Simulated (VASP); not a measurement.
# GaGe3 (Pmm2) in VASP: a series of runs

Runs on GaGe3. Level: PBEsol. Tasks: single point.

Everything below comes from runs of VASP 6.6.1. Logs are shortened: lines on timing, memory, paths and dates and some standing lists are left out, and cuts for length are marked.

### 1 The crystal as given

Symmetry: Pmm2, No. 25, orthorhombic system. The conventional cell has a = 4.278 Å, b = 4.278 Å, c = 4.278 Å, α = 90.00°, β = 90.00°, γ = 90.00°. Ga (site symmetry mm2) has 12 Ge at 2.88 to 3.18 Å as nearest neighbours. Ge (site symmetry mm2) has 4 Ga at 2.88 to 3.18 Å and 8 Ge at 2.88 to 3.18 Å as nearest neighbours. Around Ge (site symmetry mm2) lie 4 Ga at 3.03 Å and 8 Ge at 3.03 Å. Ge (site symmetry mm2) has 8 Ge at 2.88 to 3.18 Å and 4 Ga at 3.03 Å as nearest neighbours.

The cell comes from a database or a generator and needn't be the stable form of this composition.

### 2 Single point, PBEsol

Input file INCAR:

```
PREC     = Accurate       # precision mode
ENCUT    = 520            # plane-wave cutoff, eV
EDIFF    = 1E-6           # SCF threshold, eV
ISMEAR   = 1              # smearing method
SIGMA    = 0.1            # smearing width, eV
LREAL    = False          # projectors in reciprocal space
LASPH    = True           # aspherical terms in the spheres
NELM     = 100            # most SCF steps
ALGO     = Normal         # electronic algorithm
ISIF     = 2              # what is computed and relaxed
LWAVE    = False          # write WAVECAR
LCHARG   = False          # write CHGCAR
GGA      = PS             # functional
NBANDS   = 36             # bands
```

Input file KPOINTS:

```
Automatic mesh
0
Gamma
  5 5 5
```

Input file POSCAR:

```
GaGe3
1.0
    4.2784700000      0.0000000000      0.0000000000
    0.0000000000      4.2784700000      0.0000000000
    0.0000000000      0.0000000000      4.2784700000
Ga Ge
1 3
Direct
    0.0000000000      0.0000000000      0.0000000000
    0.0000000000      0.5000000000      0.5500000000
    0.5000000000      0.0000000000      0.5000000000
    0.5000000000      0.5000000000      0.0000000000
```

Potentials or basis: VASP PAW PBE potentials, release 64 (Ga_d, Ge_d).

Started as:

```bash
$ cat potpaw_PBE.64/Ga_d/POTCAR potpaw_PBE.64/Ge_d/POTCAR > POTCAR
$ mpirun -np 1 vasp_std > vasp.out
```

OUTCAR:

```text
PREC = Accurate
   ENCUT = 520
   EDIFF = 1E-6
   ISMEAR = 1
   LREAL = False
   LASPH = True
   NELM = 100
   ISIF = 2
   GGA = PS

 ion  position               nearest neighbor table
   1  0.000  0.000  0.000-   2 2.88   2 2.88
   2  0.000  0.500  0.550-   1 2.88   4 2.88   1 2.88   4 2.88
   3  0.500  0.000  0.500-
   4  0.500  0.500  0.000-   2 2.88   2 2.88

  LATTYP: Found a simple cubic cell.
 ALAT       =     4.2784700000

  Lattice vectors:

 A1 = (   4.2784700000,   0.0000000000,   0.0000000000)
 A2 = (   0.0000000000,   4.2784700000,   0.0000000000)
 A3 = (   0.0000000000,   0.0000000000,   4.2784700000)

Analysis of symmetry for initial positions (statically):
=====================================================================
 Subroutine PRICEL returns:
 Original cell was already a primitive cell.

 Routine SETGRP: Setting up the symmetry group for a
 simple cubic supercell.

 Subroutine GETGRP returns: Found  4 space group operations
 (whereof  4 operations were pure point group operations)
 out of a pool of 48 trial point group operations.

The static configuration has the point symmetry C_2v.

Analysis of symmetry for dynamics (positions and initial velocities):
=====================================================================
 Subroutine PRICEL returns:
 Original cell was already a primitive cell.

 Routine SETGRP: Setting up the symmetry group for a
 simple cubic supercell.

 Subroutine GETGRP returns: Found  4 space group operations
 (whereof  4 operations were pure point group operations)
 out of a pool of 48 trial point group operations.

The dynamic configuration has the point symmetry C_2v.

 Subroutine INISYM returns: Found  4 space group operations
 (whereof  4 operations are pure point group operations),
 and found     1 'primitive' translations

----------------------------------------------------------------------------------------

                                     Primitive cell

  volume of cell :      78.3187

  direct lattice vectors                    reciprocal lattice vectors
     4.278470000  0.000000000  0.000000000     0.233728412  0.000000000  0.000000000
     0.000000000  4.278470000  0.000000000     0.000000000  0.233728412  0.000000000
     0.000000000  0.000000000  4.278470000     0.000000000  0.000000000  0.233728412

  length of vectors
     4.278470000  4.278470000  4.278470000     0.233728412  0.233728412  0.233728412

  position of ions in fractional coordinates (direct lattice)
     0.000000000  0.000000000  0.000000000
     0.000000000  0.500000000  0.550000000
     0.500000000  0.000000000  0.500000000
     0.500000000  0.500000000  0.000000000

  ion indices of the primitive-cell ions
   primitive index   ion index
                 1           1
                 2           2
                 3           3
                 4           4

----------------------------------------------------------------------------------------

 KPOINTS: Automatic mesh

Automatic generation of k-mesh.
 Grid dimensions read from file:
 generate k-points for:    5    5    5

 Generating k-lattice:

  Cartesian coordinates                     Fractional coordinates (reciprocal lattice)
     0.046745682  0.000000000  0.000000000     0.200000000  0.000000000  0.000000000
     0.000000000  0.046745682  0.000000000     0.000000000  0.200000000  0.000000000
     0.000000000  0.000000000  0.046745682     0.000000000  0.000000000  0.200000000

  Length of vectors
     0.046745682  0.046745682  0.046745682

  Shift w.r.t. Gamma in fractional coordinates (k-lattice)
     0.000000000  0.000000000  0.000000000

 Subroutine IBZKPT returns following result:
 ===========================================

 Found     27 irreducible k-points:

 Following reciprocal coordinates:
            Coordinates               Weight
  0.000000  0.000000  0.000000      1.000000
  0.200000  0.000000  0.000000      2.000000
  0.000000  0.200000  0.000000      2.000000
  0.000000  0.000000  0.200000      2.000000
  0.400000  0.000000  0.000000      2.000000
  0.000000  0.400000  0.000000      2.000000
[... 16 lines left out ...]
  0.200000  0.200000  0.400000      8.000000
  0.400000  0.400000  0.200000      8.000000
 [... further k-points ...]
   k-points           NKPTS =     27   k-points in BZ     NKDIM =     27   number of bands    NBANDS=     36
   number of dos      NEDOS =    301   number of ions     NIONS =      4
   total plane-waves  NPLWV =  32768
   dimension x,y,z NGX =    32 NGY =   32 NGZ =   32
   dimension x,y,z NGXF=    64 NGYF=   64 NGZF=   64
   ions per type =               1   3
   NGX,Y,Z   is equivalent  to a cutoff of  12.43, 12.43, 12.43 a.u.
   NGXF,Y,Z  is equivalent  to a cutoff of  24.87, 24.87, 24.87 a.u.
 SYSTEM =  unknown system
   PREC   = accura    normal or accurate (medium, high low for compatibility)
   ISTART =      0    job   : 0-new  1-cont  2-samecut
   ICHARG =      2    charge: 1-file 2-atom 10-const
   ISPIN  =      1    spin polarized calculation?
   LNONCOLLINEAR =      F non collinear calculations
   LSORBIT =      F    spin-orbit coupling
   LASPH  =      T    aspherical Exc in radial PAW
   ENCUT  =  520.0 eV  38.22 Ry    6.18 a.u.   7.96  7.96  7.96*2*pi/ulx,y,z
   NELM   =    100;   NELMIN=  2; NELMDL= -5     # of ELM steps
   EDIFF  = 0.1E-05   stopping-criterion for ELM
[... 8 lines left out ...]
   TEBEG  =    0.0;   TEEND  =   0.0 temperature during run
   PSTRESS=    0.0 pullay stress
   NELECT =      55.0000    total number of electrons
   NUPDOWN=      -1.0000    fix difference up-down
   EMIN   =  10.00;   EMAX   =-10.00  energy-range for DOS
   EFERMI =   0.00;   METHOD = LEGACY
   ISMEAR =     1;   SIGMA  =   0.10  broadening in eV -4-tet -1-fermi 0-gaus
   EFERMI_NEDOS =   21; number of points for ismear=-14 and -15
   IALGO  =     38    algorithm
   IMIX   =      4    mixing-type and parameters
     AMIX     =   0.40;   BMIX     =  1.00
     AMIX_MAG =   1.60;   BMIX_MAG =  1.00
  volume/ion in A,a.u.               =      19.58       132.13
  Fermi-wavevector in a.u.,A,eV,Ry     =   1.455148  2.749831 28.809743  2.117456
  Thomas-Fermi vector in A             =   2.572216
   LORBIT       =      0    0 simple, 1 ext, 2 COOP (PROOUT), +10 PAW based schemes
   GGA     = PS    functional components
   LHFCALC =     F    Hartree Fock is set to
   AEXX    =    0.0000 exact exchange contribution
   IVDW    =     0    specifies the selected vdW correction
   LEPSILON=     F    determine dielectric tensor
   LRPA    =     F    only Hartree local field effects (RPA)
 non-spin polarized calculation
 Methfessel and Paxton  Order N= 1 SIGMA  =   0.10
  energy-cutoff  :      520.00
  volume of cell :       78.32
 maximum number of plane-waves:      2139
   NGX = 15   NGY = 15   NGZ = 15

 number of electron      54.9999926 magnetization

 Free energy of the ion-electron system (eV)
  ---------------------------------------------------
  ext. energy  EPLUGINS =         0.00000000
  ---------------------------------------------------
  free energy    TOTEN  =       -17.24214117 eV

  energy without entropy =      -17.24355672  energy(sigma->0) =      -17.24261302

 E-fermi :   5.7457     XC(G=0): -11.1734

 val. band max:        5.7166387614   @ k =   0.4000   0.2000   0.0000
 cond. band min:       5.7655486518   @ k =   0.4000   0.4000   0.0000
 fundamental gap:      0.0489098904
 Fermi energy:         5.7456772958

 k-point     1 :       0.0000    0.0000    0.0000
  band No.  band energies     occupation
      1     -18.7525      2.00000
      2     -18.7458      2.00000
      3     -18.7437      2.00000
      4     -18.7373      2.00000
      5     -18.7121      2.00000
      6     -18.6976      2.00000
[... 28 lines left out ...]
     35      12.6342      0.00000
     36      12.9965      0.00000

 k-point     2 :       0.2000    0.0000    0.0000
  band No.  band energies     occupation
      1     -18.7524      2.00000
      2     -18.7360      2.00000
      3     -18.7343      2.00000
      4     -18.7285      2.00000
      5     -18.7106      2.00000
      6     -18.6917      2.00000
[... 28 lines left out ...]
     35      13.2028      0.00000
     36      13.9580      0.00000

 k-point     3 :       0.0000    0.2000    0.0000
  band No.  band energies     occupation
      1     -18.7425      2.00000
      2     -18.7413      2.00000
      3     -18.7344      2.00000
      4     -18.7293      2.00000
      5     -18.7072      2.00000
      6     -18.6967      2.00000
[... 28 lines left out ...]
     35      13.1995      0.00000
     36      14.2179      0.00000

 k-point     4 :       0.0000    0.0000    0.2000
  band No.  band energies     occupation
      1     -18.7441      2.00000
      2     -18.7412      2.00000
      3     -18.7340      2.00000
      4     -18.7304      2.00000
      5     -18.7095      2.00000
      6     -18.6934      2.00000
[... 28 lines left out ...]
     35      13.2853      0.00000
     36      13.9542      0.00000

 k-point     5 :       0.4000    0.0000    0.0000
  band No.  band energies     occupation
      1     -18.7506      2.00000
      2     -18.7200      2.00000
      3     -18.7126      2.00000
      4     -18.7093      2.00000
      5     -18.7051      2.00000
      6     -18.6854      2.00000
[... 655 lines left out ...]
 k-point    22 :       0.2000    0.4000    0.2000
  band No.  band energies     occupation
      1     -18.7267      2.00000
      2     -18.7188      2.00000
      3     -18.7136      2.00000
      4     -18.7026      2.00000
      5     -18.7005      2.00000
      6     -18.6969      2.00000
[... 28 lines left out ...]
     35      12.8472      0.00000
     36      13.3481      0.00000

 k-point    23 :       0.2000    0.2000    0.4000
  band No.  band energies     occupation
      1     -18.7285      2.00000
      2     -18.7202      2.00000
      3     -18.7132      2.00000
      4     -18.7052      2.00000
      5     -18.7000      2.00000
      6     -18.6965      2.00000
[... 28 lines left out ...]
     35      12.8754      0.00000
     36      13.3089      0.00000

 k-point    24 :       0.4000    0.4000    0.2000
  band No.  band energies     occupation
      1     -18.7206      2.00000
      2     -18.7172      2.00000
      3     -18.7102      2.00000
      4     -18.7061      2.00000
      5     -18.7036      2.00000
      6     -18.6979      2.00000
[... 28 lines left out ...]
     35      12.2815      0.00000
     36      14.1658      0.00000

 [... further k-points ...]

------------------------ aborting loop because EDIFF is reached ----------------------------------------

  FORCE on cell =-STRESS in cart. coord.  units (eV):
  Direction    XX          YY          ZZ          XY          YZ          ZX
  --------------------------------------------------------------------------------------
  -------------------------------------------------------------------------------------
  Total       -1.8639107     -1.6608589     -1.5781824      0.0000000      0.0000000      0.0000000
  in kB      -38.1302995    -33.9764378    -32.2851132      0.0000000      0.0000000      0.0000000
  external PRESSURE =     -34.7972835 kB  Pullay stress =       0.0000000 kB

 VOLUME and BASIS-vectors are now :
 -----------------------------------------------------------------------------
  energy-cutoff  :      520.00
  volume of cell :       78.32
      direct lattice vectors                 reciprocal lattice vectors
     4.278470000  0.000000000  0.000000000     0.233728412  0.000000000  0.000000000
     0.000000000  4.278470000  0.000000000     0.000000000  0.233728412  0.000000000
     0.000000000  0.000000000  4.278470000     0.000000000  0.000000000  0.233728412

 POSITION                                       TOTAL-FORCE (eV/Angst)
 -----------------------------------------------------------------------------------
      0.00000      0.00000      0.00000         0.000000      0.000000      0.324334
      0.00000      2.13924      2.35316         0.000000      0.000000     -0.229112
      2.13924      0.00000      2.13924         0.000000      0.000000     -0.268025
      2.13924      2.13924      0.00000         0.000000      0.000000      0.172804
 -----------------------------------------------------------------------------------
    total drift:                                0.000000     -0.000000      0.001316

  FREE ENERGIE OF THE ION-ELECTRON SYSTEM (eV)
  ---------------------------------------------------
  free  energy   TOTEN  =       -17.2421411685 eV

  energy  without entropy=      -17.2435567237  energy(sigma->0) =      -17.24261302
```

Run time: 36 s. Hardware: 1 thread of Intel Xeon Platinum 8559C (Emerald Rapids), shared host; peak memory 0.21 GiB.

What came out:

```
Free energy            : -17.2421 eV
Pressure               : -3.5 GPa
Largest force          : 0.324 eV/Å
Band gap on the k mesh : none (metal or under the smearing width)
```

Forces on the atoms (eV/Å):
```
Ga   0.000  0.000  0.324
Ge   0.000  0.000 -0.229
Ge   0.000  0.000 -0.268
Ge   0.000  0.000  0.173
```

Stress tensor (GPa, compression positive):
```
-3.81  0.00  0.00
 0.00 -3.40  0.00
 0.00  0.00 -3.23
```

Levels at points of the mesh, in eV from the Fermi level:
| k point | band 25 | band 26 | band 27 | band 28 | band 29 | band 30 | band 31 | band 32 |
| --- | --- | --- | --- | --- | --- | --- | --- | --- |
| (0.00, 0.00, 0.00) | -3.57 | -3.37 | -3.09 | 2.78 | 2.82 | 2.84 | 3.71 | 3.76 |

Caveat: the PAW data sets were made with another functional, which shifts forces and pressure a little.

### 3 Single point, PBEsol

Input file INCAR:

```
SYSTEM = GaGe3
PREC = Accurate ; ENCUT = 520
EDIFF = 1E-6 ; ISMEAR = 1
SIGMA = 0.1 ; LREAL = .False.
LASPH = .True. ; NELM = 100
ALGO = Normal ; ISIF = 2
LWAVE = .False. ; LCHARG = .False.
GGA = PS ; NBANDS = 36
```

Input file KPOINTS:

```
Automatic mesh
0
Gamma
  5 5 5
  0 0 0
```

Changes to POSCAR since step 2:

```diff
@@ -9,3 +9,3 @@
     0.0000000000      0.0000000000      0.0000000000
-    0.0000000000      0.5000000000      0.5500000000
+    0.0000000000      0.5000000000      0.5000000000
     0.5000000000      0.0000000000      0.5000000000
```

Potentials or basis: VASP PAW PBE potentials, release 64 (Ga_d, Ge_d).

Started as:

```bash
$ cat potpaw_PBE.64/Ga_d/POTCAR potpaw_PBE.64/Ge_d/POTCAR > POTCAR
$ mpirun -np 1 vasp_std > vasp.out
```

Run time: 18 s. Hardware: 1 thread of Intel Xeon Platinum 8559C (Emerald Rapids), shared host; peak memory 0.18 GiB.

Results (log left out):

```yaml
Free_energy: -17.2654 eV
Pressure: -4.0 GPa
Band_gap_on_the_k_mesh: none (metal or under the smearing width)
```

Levels at points of the mesh, in eV from the Fermi level:
| k point | band 23 | band 24 | band 25 | band 26 | band 27 | band 28 | band 29 | band 30 | band 31 | band 32 |
| --- | --- | --- | --- | --- | --- | --- | --- | --- | --- | --- |
| (0.00, 0.00, 0.00) | -5.32 | -3.52 | -3.52 | -3.52 | -3.05 | 2.84 | 2.84 | 2.84 | 3.79 | 3.79 |

Caveat: the PAW data sets were made with another functional, which shifts forces and pressure a little.

(Continued in part 2 of 2.)
